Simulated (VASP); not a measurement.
Output of a VASP run:

### OSZICAR
```
       N       E                     dE             d eps       ncg     rms          rms(c)
DAV:   1     0.660398675781E+02    0.66040E+02   -0.84642E+03  1008   0.133E+03
DAV:   2    -0.339790632630E+02   -0.10002E+03   -0.90934E+02  1456   0.242E+02
DAV:   3    -0.389165217529E+02   -0.49375E+01   -0.48904E+01  1280   0.560E+01
DAV:   4    -0.389954907485E+02   -0.78969E-01   -0.78824E-01  1308   0.800E+00
DAV:   5    -0.389975139829E+02   -0.20232E-02   -0.20228E-02  1256   0.126E+00    0.837E+00
DAV:   6    -0.373989513328E+02    0.15986E+01   -0.15512E+00  1168   0.850E+00    0.489E+00
DAV:   7    -0.368548060500E+02    0.54415E+00   -0.18855E+00  1184   0.937E+00    0.127E+00
DAV:   8    -0.368646544399E+02   -0.98484E-02   -0.55896E-02  1124   0.167E+00    0.112E-01
DAV:   9    -0.368646715932E+02   -0.17153E-04   -0.13123E-03  1284   0.284E-01    0.699E-02
DAV:  10    -0.368650474151E+02   -0.37582E-03   -0.51818E-04  1140   0.194E-01    0.314E-02
DAV:  11    -0.368650466755E+02    0.73967E-06   -0.83762E-06  1380   0.230E-02    0.389E-03
DAV:  12    -0.368650482669E+02   -0.15915E-05   -0.14744E-06  1204   0.121E-02    0.188E-03
DAV:  13    -0.368650481904E+02    0.76499E-07   -0.12239E-07  1144   0.310E-03
   1 F= -.36865048E+02 E0= -.36865048E+02  d E =-.845889E-17
```

File OUTCAR:
```
------------------------ aborting loop because EDIFF is reached ----------------------------------------
  FORCE on cell =-STRESS in cart. coord.  units (eV):
  Direction    XX          YY          ZZ          XY          YZ          ZX
  --------------------------------------------------------------------------------------
  Total       -3.9994403     -3.9994384      0.0091681     -0.0000000      0.0000000     -0.0000000
  in kB     -146.6244008   -146.6243326      0.3361125     -0.0000000      0.0000000     -0.0000000
  external PRESSURE =     -97.6375403 kB  Pullay stress =       0.0000000 kB
  volume of cell :       43.70
      direct lattice vectors                 reciprocal lattice vectors
     1.252175543 -2.168831156  0.000000000     0.399305036 -0.230538923  0.000000000
     1.252175543  2.168831156  0.000000000     0.399305036  0.230538923  0.000000000
     0.000000000  0.000000000  8.046047461     0.000000000  0.000000000  0.124284626
 POSITION                                       TOTAL-FORCE (eV/Angst)
 -----------------------------------------------------------------------------------
      0.00000      0.00000      2.01151        -0.000000     -0.000000      0.000000
      0.00000      0.00000      6.03454        -0.000000      0.000000      0.000000
      1.25218      0.72295      2.01151         0.000000      0.000000      0.000000
      1.25218     -0.72295      6.03454         0.000000     -0.000000     -0.000000
 -----------------------------------------------------------------------------------
    total drift:                                0.000000     -0.000000      0.000000
  FREE ENERGIE OF THE ION-ELECTRON SYSTEM (eV)
  ---------------------------------------------------
  free  energy   TOTEN  =       -36.8650481904 eV

  energy  without entropy=      -36.8650481904  energy(sigma->0) =      -36.86504819
```
(Selected blocks of OUTCAR.)

POSCAR:
```
C
1
    1.2521755432    -2.1688311562     0.0000000000
    1.2521755432     2.1688311562     0.0000000000
    0.0000000000     0.0000000000     8.0460474613
C
4
Direct
  1.0000000000   0.0000000000   0.2500000000
  0.0000000000   1.0000000000   0.7500000000
  0.3333330000   0.6666670000   0.2500000000
  0.6666670000   0.3333330000   0.7500000000
```

### Question
Reconstruct the remaining input files.

### Answer
Several could match; the one computed here: the input of the run itself, PBE GGA, plane waves, VASP's PBE PAW potentials (set 64).

**KPOINTS**
```
kpoints
0
gamma
10 10 4
0 0 0
```

**INCAR**
```
SYSTEM = C
PREC = Accurate; ENCUT = 600; LREAL = F
LASPH = T
EDIFF = 1E-7; NELM = 100; ALGO = Normal
ISMEAR = 0; SIGMA = 0.05
GGA = PE
ISIF = 2
LWAVE = F; LCHARG = F
```

POTCAR, in this order: C (PBE.64 set). Program: vasp_std.

Without a dispersion term in the relaxation, distances and binding between the weakly bound layers, chains or molecules are unreliable, and so is what depends on them.

The compound is C in the graphite structure. This cell was strained or had an atom moved on purpose.
